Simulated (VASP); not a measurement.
# Mesh, vacuum, cutoff and functional for Na(111), part 2 of 2

How far does the level below the vacuum of Na(111) depend on the numerical settings, and how far on the functional?

VASP 6.6.1, plane waves and PAW; the level of theory is named at each step.

So far, highest filled level below the vacuum (eV): step 2 (the base run) 2.47; step 11 (a lower cutoff, ENCUT 210) 2.47; step 12 (a lower cutoff, ENCUT 280) 2.47; step 13 (another smearing width, SIGMA 0.02) 2.47; step 14 (another smearing width, SIGMA 0.4) 2.56.

### 16. Another level, functional LDA, disp none (continued)

The PAW data sets were made with PBE, though LDA sets exist; this is a small mismatch.

Numbers from this step:

```
free energy (TOTEN)                        : -14.72 eV
energy at zero smearing                    : -14.72 eV
Fermi energy                               : -1.205 eV
vacuum levels                              : 1.384, 1.384 eV
work functions of the upper and lower face : 2.589, 2.589 eV
highest filled level below the vacuum      : 2.589 eV
```

Force by atom:

```tsv
atom	x (eV/Å)	y (eV/Å)	z (eV/Å)	size
Na1	0.000	0.000	0.177	0.177
Na2	0.000	0.000	0.103	0.103
Na3	0.000	0.000	-0.035	0.035
Na4	0.000	0.000	-0.029	0.029
Na5	0.000	0.000	-0.002	0.002
Na6	0.000	0.000	0.000	0.000
Na7	0.000	0.000	0.002	0.002
Na8	0.000	0.000	0.029	0.029
Na9	0.000	0.000	0.035	0.035
Na10	0.000	0.000	-0.103	0.103
Na11	0.000	0.000	-0.177	0.177
```

Against the base run its depth below the vacuum changes by +0.12 eV.

### 17. Another level, functional PBEsol, disp none

This step: PBEsol; plane waves and PAW (Na) (VASP 6.6.1).

INCAR

```
SYSTEM = Na
PREC = Normal
ENCUT = 350
EDIFF = 1E-06
NELM = 120
ISMEAR = 1
SIGMA = 0.1
LREAL = .FALSE.
ALGO = Normal
GGA = PS
NBANDS = 16
LORBIT = 11
LWAVE = .FALSE.
LCHARG = .FALSE.
KPAR = 4
IDIPOL = 3
LDIPOL = .TRUE.
DIPOL = 0.5 0.5 0.5
LVHAR = .TRUE.
LVACPOTAV = .TRUE.
```

POSCAR

```
Na
1.0
    5.9821233688      0.0000000000      0.0000000000
    2.9910616844      5.1806708060      0.0000000000
    0.0000000000      0.0000000000     30.2109581934
Na
11
Direct
    0.6666666667      0.6666666667      0.2979051489
    0.0000000000      0.0000000000      0.3383241191
    0.3333333333      0.3333333333      0.3787430894
    0.6666666667      0.6666666667      0.4191620596
    0.0000000000      0.0000000000      0.4595810298
    0.3333333333      0.3333333333      0.5000000000
    0.6666666667      0.6666666667      0.5404189702
    0.0000000000      0.0000000000      0.5808379404
    0.3333333333      0.3333333333      0.6212569106
    0.6666666667      0.6666666667      0.6616758809
    0.0000000000      0.0000000000      0.7020948511
```

KPOINTS

```
Automatic mesh
0
Gamma
6 6 1
0 0 0
```

PAW data sets: Na (PBE family, release 64).

Started as:

```bash
mpirun -np 4 vasp_std
```

The job ended after 26 s (4 MPI ranks of Intel Xeon Platinum 8259CL at 2.50GHz (Skylake/Cascade Lake), shared host; peak memory 1.3 GiB).

The PAW data sets were made with PBE, which is usual practice but a small mismatch for other functionals.

Against the base run its depth below the vacuum changes by +0.00 eV.

### 18. Another level, functional RPBE, disp none

This step: RPBE; plane waves and PAW (Na) (VASP 6.6.1).

Changes to INCAR since step 17:

```diff
@@ -9,3 +9,3 @@
 ALGO = Normal
-GGA = PS
+GGA = RP
 NBANDS = 16
```

POSCAR is that of step 17.

KPOINTS is that of step 17.

Started as:

```bash
mpirun -np 4 vasp_std
```

Run time: 27 s. Hardware: 4 MPI ranks; peak memory 1.3 GiB; 99 s of CPU time.

Against the base run its depth below the vacuum changes by -0.07 eV.

### 19. Another level, functional optB88-vdW, disp nonlocal

This step: optB88-vdW; plane waves and PAW (Na) (VASP 6.6.1).

Changes to INCAR since step 18:

```diff
@@ -9,3 +9,8 @@
 ALGO = Normal
-GGA = RP
+GGA = BO
+AGGAC = 0
+LUSE_VDW = .TRUE.
+PARAM1 = 0.1833333333
+PARAM2 = 0.22
+LASPH = .TRUE.
 NBANDS = 16
```

POSCAR is that of step 18.

KPOINTS is that of step 18.

Started as:

```bash
mpirun -np 4 vasp_std
```

The job ended after 4.4 min (4 MPI ranks; peak memory 3.4 GiB).

Against the base run its depth below the vacuum changes by +0.16 eV.

### 20. Another level, functional r2SCAN, disp none

This step: r2SCAN; plane waves and PAW (Na) (VASP 6.6.1).

Changes to INCAR since step 19:

```diff
@@ -9,7 +9,3 @@
 ALGO = Normal
-GGA = BO
-AGGAC = 0
-LUSE_VDW = .TRUE.
-PARAM1 = 0.1833333333
-PARAM2 = 0.22
+METAGGA = R2SCAN
 LASPH = .TRUE.
```

POSCAR is that of step 19.

KPOINTS is that of step 19.

Started as:

```bash
mpirun -np 4 vasp_std
```

Run time: 72 s. Hardware: 4 MPI ranks; peak memory 1.5 GiB; 4.7 min of CPU time.

Against the base run its depth below the vacuum changes by -0.03 eV.

### 21. The series together

Times are for 4 MPI ranks of Intel Xeon Platinum 8259CL at 2.50GHz (Skylake/Cascade Lake), shared host. Results by setting:

```tsv
no.	functional	highest filled level below the vacuum (eV)	time	memory (GiB)
1	LDA	2.589	20 s	1.1
2	PBEsol	2.473	26 s	1.3
3	RPBE	2.400	27 s	1.3
4	optB88-vdW	2.625	4.4 min	3.4
5	r2SCAN	2.438	72 s	1.5
```

### 22. All runs together

This step: slab, study of settings, base PBE; plane waves and PAW (VASP 6.6.1).

Derived from the runs above.

This step gave:

```yaml
highest_filled_level_below_the_vacuum: 2.469 eV
```

Energies of other functionals are not comparable and are left out. All runs:

```tsv
change from the base run	level below the vacuum (eV)	shift (eV)	energy change (meV/atom)	core seconds
base	2.469	0	0	112
mesh 3 x 3	2.705	0.236	-2.2	42.4
mesh 3 x 3	2.705	0.236	-2.2	42.4
mesh 9 x 9	2.565	0.096	-1.9	140
vacuum 5 A	-	-	-0.1	47.2
vacuum 8 A	-	-	0.8	56
vacuum 24 A	2.47	0.001	0	124
cutoff 210 eV	2.469	0	0	51.2
cutoff 280 eV	2.466	-0.004	0	53.6
smearing 0.02 eV	2.467	-0.002	0.5	104
smearing 0.4 eV	2.556	0.087	0.5	104
LDA	2.589	0.119	-	78.4
PBEsol	2.473	0.004	-	104
RPBE	2.4	-0.069	-	108
optB88-vdW	2.625	0.155	-	1048
r2SCAN	2.438	-0.031	-	288
```

### 23. Summary of results

* highest filled level below the vacuum: 2.47 eV

The base run puts the highest filled level 2.47 eV below the vacuum at the upper face. Among the meshes tried the largest shift is 0.24 eV (mesh 3 x 3, at 0.38 times the cost). The vacuum widths shift it by about 0.01 eV or less. The lower cutoffs shift it by about 0.01 eV or less. Among the smearing widths the largest shift is 0.09 eV (smearing 0.4 eV, at 0.93 times the cost). With vacuum 5 A and vacuum 8 A the program printed no vacuum level, so no level is given there, and the line on vacuum widths holds for the others alone. The densest mesh still moves the level by 0.10 eV, so the base mesh is converged no better than that. The functionals span 0.22 eV, from RPBE to optB88-vdW. The program warns that it found no field-free region at its default tolerance, also in runs whose level could not be checked against a flat part of the potential; that adds doubt to those levels. The thickness of the slab was not varied, and the small cell can't reconstruct. Costs come from a shared host, and the base run also writes a finer density of states, so small ratios mean little. All runs hold the atoms as cut and share one family of PAW data sets, so relaxation and each functional's own lattice are left out. LASPH is on in the runs with optB88-vdW and r2SCAN and off in those with LDA, PBE, PBEsol and RPBE, so these rows differ in more than the functional.

[Lines on the potential files, build, host, timing and source positions are cut from VASP's logs without a mark.]

[Logs are printed without paths, hosts, clocks, repeated set-up lines and the standing remarks that a program may print on its own settings, such as how far it seeks lower states.]

[Hosts, paths, dates, database ids (printed as entryN), source tags and the programs' standing remarks are cut or masked in the printed files.]

[In band tables of VASP the shares of atoms and orbitals are scaled to a sum of 1 inside the atoms' spheres.]

[Runs that stopped without an error message from VASP are left out.]
